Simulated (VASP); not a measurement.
BN (wurtzite) relaxed at rising pressure, in one space group throughout; other phases were not tried. The pressures are those reached. Level of theory: PBEsol GGA, VASP's PBE PAW potentials (set 64) (plane waves; VASP).

| P (GPa) | V (Å³/atom) | k-mesh |
|---|---|---|
| -0.33 | 5.885 | 10×10×5 |
| 5.00 | 5.806 | 10×10×5 |
| 10.00 | 5.737 | 10×10×5 |
| 19.94 | 5.609 | 10×10×6 |
| 29.94 | 5.493 | 10×10×6 |

A change of mesh leaves a small step in the series.

Problem. Fit an equation of state and predict the volume at 45.12 GPa.

Solution. Least squares on the third-order Birch-Murnaghan form, P = (3B0/2)(y⁷ − y⁵)[1 + (3/4)(B′ − 4)(y² − 1)] with y = (V0/V)^(1/3), gives V0 = 5.880 Å³/atom, B0 = 387 GPa and B′ = 3.7, and so 5.335 Å³/atom. The run gave 5.334 Å³/atom, -0.0 % from the fit.

Pressures at which the relaxation failed are left out.

The compound is BN in the wurtzite structure, a metastable high-pressure form.
